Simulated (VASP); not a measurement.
These are SCAN meta-GGA, VASP's PBE PAW potentials (set 64) (plane waves; VASP) values and carry that method's errors.

A VASP calculation is set up with these files.

**KPOINTS**
```
Automatic mesh
0
Gamma
8 8 6
0 0 0
```

**INCAR**
```
! general
SYSTEM   =  NiSb
PREC     =  Accurate
ENCUT    =  520
LREAL    =  F
LASPH    =  T

! electronic loop
EDIFF    =  1E-6
NELM     =  100
ALGO     =  Normal
LMAXMIX  =  4
LMIXTAU  =  T

! smearing
ISMEAR   =  1
SIGMA    =  0.1

! functional
METAGGA  =  SCAN

! ions
IBRION   =  2
NSW      =  60
ISIF     =  3
EDIFFG   =  -0.02

! output
LWAVE    =  F
LCHARG   =  F
```

**POSCAR**
```
NiSb
1.0
  1.9548608328  -3.3859184447   0.0000000000
  1.9548608328   3.3859184447   0.0000000000
  0.0000000000   0.0000000000   5.1051620218
Ni Sb
2 2
Direct
  0.0000000000   0.0000000000   0.5000000000
  0.0000000000   0.0000000000   0.0000000000
  0.3333330000   0.6666670000   0.2500000000
  0.6666670000   0.3333330000   0.7500000000
```

POTCAR, in this order: Ni Sb (PBE.64 set). Program: vasp_std.

Output of the run:

### OSZICAR
```
       N       E                     dE             d eps       ncg     rms          rms(c)
DAV:   1     0.891676266047E+02    0.89168E+02   -0.13150E+04  1520   0.169E+03
DAV:   2    -0.102079680881E+03   -0.19125E+03   -0.18616E+03  1532   0.334E+02
DAV:   3    -0.112006186416E+03   -0.99265E+01   -0.96393E+01  1742   0.949E+01
DAV:   4    -0.112280569248E+03   -0.27438E+00   -0.27197E+00  1708   0.147E+01
DAV:   5    -0.112289233742E+03   -0.86645E-02   -0.86617E-02  1820   0.274E+00    0.130E+01
DAV:   6    -0.111925678217E+03    0.36356E+00   -0.40196E+01  1619   0.120E+02    0.180E+01
DAV:   7    -0.108620986027E+03    0.33047E+01   -0.13830E+01  1643   0.777E+01    0.340E+00
DAV:   8    -0.108049279728E+03    0.57171E+00   -0.29496E+00  2038   0.190E+01    0.343E+00
DAV:   9    -0.107948629446E+03    0.10065E+00   -0.37950E-01  2032   0.103E+01    0.940E-01
DAV:  10    -0.107974855531E+03   -0.26226E-01   -0.18097E-01  1552   0.437E+00    0.473E-01
DAV:  11    -0.107979160568E+03   -0.43050E-02   -0.18845E-02  1550   0.142E+00    0.344E-01
DAV:  12    -0.107984157934E+03   -0.49974E-02   -0.84514E-02  1551   0.356E+00    0.204E-01
DAV:  13    -0.107979714217E+03    0.44437E-02   -0.12911E-02  1543   0.146E+00    0.645E-02
DAV:  14    -0.107979776565E+03   -0.62349E-04   -0.87870E-04  1631   0.289E-01    0.333E-02
DAV:  15    -0.107979711685E+03    0.64880E-04   -0.12089E-04  1595   0.125E-01    0.199E-02
DAV:  16    -0.107979652220E+03    0.59465E-04   -0.19993E-04  1570   0.170E-01    0.721E-03
DAV:  17    -0.107979653048E+03   -0.82749E-06   -0.15308E-05  1589   0.496E-02    0.416E-03
DAV:  18    -0.107979653142E+03   -0.94481E-07   -0.34147E-07   913   0.649E-03
   1 F= -.10797965E+03 E0= -.10797932E+03  d E =-.107980E+03
       N       E                     dE             d eps       ncg     rms          rms(c)
DAV:   1    -0.108005817625E+03   -0.26165E-01   -0.30218E-01  1636   0.904E+00    0.148E+00
DAV:   2    -0.108038072751E+03   -0.32255E-01   -0.50763E-01  1654   0.139E+01    0.196E+00
DAV:   3    -0.107980593897E+03    0.57479E-01   -0.20740E-01  1643   0.936E+00    0.244E-01
DAV:   4    -0.107980260182E+03    0.33371E-03   -0.86281E-03  1561   0.594E-01    0.143E-01
DAV:   5    -0.107980033643E+03    0.22654E-03   -0.79432E-04  1957   0.497E-01    0.441E-02
DAV:   6    -0.107979997195E+03    0.36447E-04   -0.13827E-04  2178   0.123E-01    0.141E-02
DAV:   7    -0.107979970939E+03    0.26256E-04   -0.76432E-05  1543   0.967E-02    0.112E-02
DAV:   8    -0.107979959807E+03    0.11132E-04   -0.73298E-05  1648   0.105E-01    0.863E-03
DAV:   9    -0.107979948821E+03    0.10986E-04   -0.16738E-05  1526   0.504E-02    0.394E-03
DAV:  10    -0.107979946857E+03    0.19640E-05   -0.12677E-06   856   0.152E-02    0.134E-03
DAV:  11    -0.107979946671E+03    0.18667E-06   -0.30226E-07   766   0.694E-03
   2 F= -.10797995E+03 E0= -.10797955E+03  d E =-.293529E-03
       N       E                     dE             d eps       ncg     rms          rms(c)
DAV:   1    -0.107984049630E+03   -0.41028E-02   -0.43813E-02  1633   0.346E+00    0.564E-01
DAV:   2    -0.107988006014E+03   -0.39564E-02   -0.73930E-02  1662   0.532E+00    0.740E-01
DAV:   3    -0.107980242481E+03    0.77635E-02   -0.29885E-02  1648   0.351E+00    0.957E-02
DAV:   4    -0.107980199522E+03    0.42959E-04   -0.11533E-03  1558   0.234E-01    0.493E-02
DAV:   5    -0.107980142534E+03    0.56987E-04   -0.17331E-04  2041   0.226E-01    0.889E-03
DAV:   6    -0.107980169304E+03   -0.26770E-04   -0.37500E-05  1535   0.642E-02    0.432E-03
DAV:   7    -0.107980173900E+03   -0.45956E-05   -0.12501E-05  1529   0.422E-02    0.221E-03
DAV:   8    -0.107980178813E+03   -0.49128E-05   -0.68636E-06  1556   0.316E-02    0.210E-03
DAV:   9    -0.107980179098E+03   -0.28511E-06   -0.35949E-06  1475   0.238E-02
   3 F= -.10798018E+03 E0= -.10797980E+03  d E =-.525956E-03
       N       E                     dE             d eps       ncg     rms          rms(c)
DAV:   1    -0.107980263724E+03   -0.84911E-04   -0.85435E-04  1633   0.483E-01    0.777E-02
DAV:   2    -0.107980279784E+03   -0.16060E-04   -0.13984E-03  1662   0.732E-01    0.102E-01
DAV:   3    -0.107980176300E+03    0.10348E-03   -0.56754E-04  1648   0.485E-01    0.130E-02
DAV:   4    -0.107980177328E+03   -0.10278E-05   -0.22582E-05  1564   0.321E-02    0.699E-03
DAV:   5    -0.107980174055E+03    0.32726E-05   -0.28500E-06  1066   0.307E-02    0.136E-03
DAV:   6    -0.107980177897E+03   -0.38424E-05   -0.83401E-07   766   0.102E-02    0.681E-04
DAV:   7    -0.107980177881E+03    0.16169E-07   -0.53859E-07   763   0.941E-03
   4 F= -.10798018E+03 E0= -.10797980E+03  d E =-.524739E-03
       N       E                     dE             d eps       ncg     rms          rms(c)
DAV:   1    -0.107980745808E+03   -0.56791E-03   -0.67218E-03  1633   0.135E+00    0.221E-01
DAV:   2    -0.107981242897E+03   -0.49709E-03   -0.11345E-02  1662   0.208E+00    0.291E-01
DAV:   3    -0.107980133157E+03    0.11097E-02   -0.46027E-03  1648   0.138E+00    0.371E-02
DAV:   4    -0.107980131123E+03    0.20340E-05   -0.18045E-04  1558   0.911E-02    0.197E-02
DAV:   5    -0.107980118087E+03    0.13036E-04   -0.25160E-05  2036   0.864E-02    0.400E-03
DAV:   6    -0.107980126695E+03   -0.86081E-05   -0.52119E-06  1541   0.237E-02    0.178E-03
DAV:   7    -0.107980129135E+03   -0.24407E-05   -0.21985E-06  1064   0.183E-02    0.916E-04
DAV:   8    -0.107980130766E+03   -0.16302E-05   -0.10511E-06   808   0.126E-02    0.841E-04
DAV:   9    -0.107980131411E+03   -0.64587E-06   -0.12215E-07   766   0.463E-03
   5 F= -.10798013E+03 E0= -.10797977E+03  d E =-.478269E-03
       N       E                     dE             d eps       ncg     rms          rms(c)
DAV:   1    -0.107980460635E+03   -0.32987E-03   -0.36378E-03  1633   0.993E-01    0.163E-01
DAV:   2    -0.107980978187E+03   -0.51755E-03   -0.61694E-03  1654   0.153E+00    0.214E-01
DAV:   3    -0.107980189555E+03    0.78863E-03   -0.25036E-03  1648   0.102E+00    0.271E-02
DAV:   4    -0.107980180669E+03    0.88868E-05   -0.98218E-05  1558   0.661E-02    0.147E-02
DAV:   5    -0.107980182070E+03   -0.14012E-05   -0.11878E-05  1964   0.598E-02    0.344E-03
DAV:   6    -0.107980176916E+03    0.51536E-05   -0.19718E-06  1016   0.141E-02    0.119E-03
DAV:   7    -0.107980174143E+03    0.27734E-05   -0.10519E-06   787   0.122E-02    0.123E-03
DAV:   8    -0.107980173709E+03    0.43387E-06   -0.47325E-07   760   0.103E-02
   6 F= -.10798017E+03 E0= -.10797980E+03  d E =-.520567E-03
       N       E                     dE             d eps       ncg     rms          rms(c)
DAV:   1    -0.107980249642E+03   -0.75499E-04   -0.90654E-04  1636   0.494E-01    0.819E-02
DAV:   2    -0.107980272826E+03   -0.23184E-04   -0.15635E-03  1662   0.772E-01    0.108E-01
DAV:   3    -0.107980154044E+03    0.11878E-03   -0.63360E-04  1648   0.511E-01    0.136E-02
DAV:   4    -0.107980154765E+03   -0.72075E-06   -0.24394E-05  1555   0.333E-02    0.736E-03
DAV:   5    -0.107980151630E+03    0.31349E-05   -0.26019E-06   977   0.304E-02    0.149E-03
DAV:   6    -0.107980155576E+03   -0.39460E-05   -0.79826E-07   769   0.868E-03    0.457E-04
DAV:   7    -0.107980155695E+03   -0.11945E-06   -0.31881E-07   769   0.660E-03
   7 F= -.10798016E+03 E0= -.10797979E+03  d E =-.502553E-03
```

File OUTCAR:
```
------------------------ aborting loop because EDIFF is reached ----------------------------------------
  FORCE on cell =-STRESS in cart. coord.  units (eV):
  Direction    XX          YY          ZZ          XY          YZ          ZX
  --------------------------------------------------------------------------------------
  Total        0.0540080      0.0540080     -0.0752894      0.0000000     -0.0000000      0.0000000
  in kB        1.2847095      1.2847096     -1.7909384      0.0000000     -0.0000000      0.0000000
  external PRESSURE =       0.2594936 kB  Pullay stress =       0.0000000 kB
  volume of cell :       67.35
      direct lattice vectors                 reciprocal lattice vectors
     1.953340851 -3.383285759  0.000000000     0.255971711 -0.147785329  0.000000000
     1.953340851  3.383285759 -0.000000000     0.255971711  0.147785329  0.000000000
     0.000000000  0.000000000  5.095855055    -0.000000000  0.000000000  0.196237921
 POSITION                                       TOTAL-FORCE (eV/Angst)
 -----------------------------------------------------------------------------------
      0.00000      0.00000      2.54793         0.000000      0.000000      0.000000
      0.00000      0.00000      0.00000         0.000000      0.000000      0.000000
      1.95334      1.12776      1.27396        -0.000000     -0.000000      0.000000
      1.95334     -1.12776      3.82189         0.000000     -0.000000     -0.000000
 -----------------------------------------------------------------------------------
    total drift:                                0.000000      0.000000      0.000000
  FREE ENERGIE OF THE ION-ELECTRON SYSTEM (eV)
  ---------------------------------------------------
  free  energy   TOTEN  =      -107.9801556951 eV

  energy  without entropy=     -107.9790477324  energy(sigma->0) =     -107.97978637

 reached required accuracy - stopping structural energy minimisation
```
(Selected blocks of OUTCAR.)

**CONTCAR**
```
NiSb
   1.00000000000000
     1.9533408513736557   -3.3832857592684764    0.0000000000000000
     1.9533408513736557    3.3832857592684764   -0.0000000000000000
     0.0000000000000000    0.0000000000000000    5.0958550554126036
  Ni              Sb
     2     2
Direct
     0.0000000000000000    0.0000000000000000    0.5000000000000000
     0.0000000000000000    0.0000000000000000    0.0000000000000000
     0.3333330000000032    0.6666669999999968    0.2500000000000000
     0.6666669999999968    0.3333330000000032    0.7500000000000000
```

OUTCAR:
```
 val. band max:       10.1464289258   @ k =   0.5000  -0.0000   0.1667

 cond. band min:      10.1680767527   @ k =   0.3750  -0.0000   0.1667


 Fermi energy:        10.1558900900

 k-point     1 :       0.0000    0.0000    0.0000
  band No.  band energies     occupation
      1      -3.7165      2.00000
      2       1.2750      2.00000
      3       3.2713      2.00000
      4       5.8914      2.00000
      5       5.8916      2.00000
      6       6.6565      2.00000
      7       7.2411      2.00000
      8       7.2412      2.00000
      9       7.7947      2.00000
     10       7.7950      2.00000
     11       8.6239      2.00000
     12       8.6239      2.00000
     13       9.9682      2.02333
     14      10.7094     -0.00000
     15      10.7095     -0.00000
     16      12.6452      0.00000
     17      12.6453      0.00000
     18      13.6403      0.00000
     19      14.3979      0.00000

 k-point     2 :       0.1250   -0.0000    0.0000
  band No.  band energies     occupation
      1      -3.5067      2.00000
      2       1.2571      2.00000
      3       3.5071      2.00000
      4       5.8170      2.00000
      5       5.9385      2.00000
      6       6.5764      2.00000
      7       7.1106      2.00000
      8       7.1577      2.00000
      9       7.6752      2.00000
     10       7.8353      2.00000
     11       8.6062      2.00000
     12       8.6240      2.00000
     13       9.4041      2.00000
     14       9.9003      2.00180
     15      10.0188      2.06557
     16      11.9629     -0.00000
     17      13.2647      0.00000
     18      14.0076      0.00000
     19      15.0358      0.00000

 k-point     3 :       0.2500   -0.0000    0.0000
  band No.  band energies     occupation
      1      -2.8905      2.00000
      2       1.1071      2.00000
      3       4.1939      2.00000
      4       5.2243      2.00000
      5       6.0710      2.00000
      6       6.3383      2.00000
      7       6.9153      2.00000
...
```

Unless said otherwise, spin-orbit coupling is left out, though it shifts the bands of the heavy elements here.

The compound is NiSb in the NiAs type structure. This run relaxes it. Symmetry was kept, so distortions that lower it aren't found. The start is the result of an earlier pass. The run is not spin-polarised, so no magnetic state was tried.
